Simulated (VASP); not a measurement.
Here is the system:

```
CELL_PARAMETERS angstrom
      0.00000     4.40500     4.40500
      4.40500     0.00000     4.40500
      4.40500     4.40500     0.00000
ATOMIC_POSITIONS crystal
  La 0.75000 0.75000 0.75000
  La 0.50000 0.50000 0.50000
  Mg 0.12500 0.12500 0.12500
  Mg 0.62500 0.12500 0.12500
  Mg 0.12500 0.12500 0.62500
  Mg 0.12500 0.62500 0.12500
```

Computed with LDA (Ceperley-Alder, Perdew-Zunger), VASP's LDA PAW potentials (set 64) (plane waves; VASP 6.6.1). Numerical set-up: 300 eV cut-off, 7×7×7 Γ-centred mesh, Gaussian smearing of 0.050 eV, potentials La Mg.

Task: Give the energies of bands 9 to 18 at the high-symmetry points, in eV from the Fermi level.

Result: 
| band | Γ | X | U | L | W |
|---|---|---|---|---|---|
| 9 | -5.59 | -3.91 | -3.99 | -4.32 | -3.83 |
| 10 | -1.01 | -3.91 | -3.71 | -3.73 | -3.83 |
| 11 | -1.01 | -1.51 | -2.38 | -1.79 | -2.12 |
| 12 | -0.92 | -1.51 | -1.54 | -1.79 | -2.12 |
| 13 | -0.92 | -1.25 | -1.16 | -0.98 | -0.68 |
| 14 | -0.92 | -1.25 | -0.25 | -0.34 | -0.68 |
| 15 | -0.92 | 0.32 | 0.02 | -0.34 | 0.40 |
| 16 | -0.57 | 0.32 | 0.45 | 0.01 | 0.40 |
| 17 | -0.57 | 0.57 | 0.55 | 0.59 | 0.54 |
| 18 | -0.57 | 0.57 | 0.61 | 0.59 | 0.54 |

It has no gap at this level: it comes out as a metal or semimetal.

The structure comes from a measured LaMg2 entry of the Crystallography Open Database, whose conditions weren't checked. The cell was not relaxed at this level.
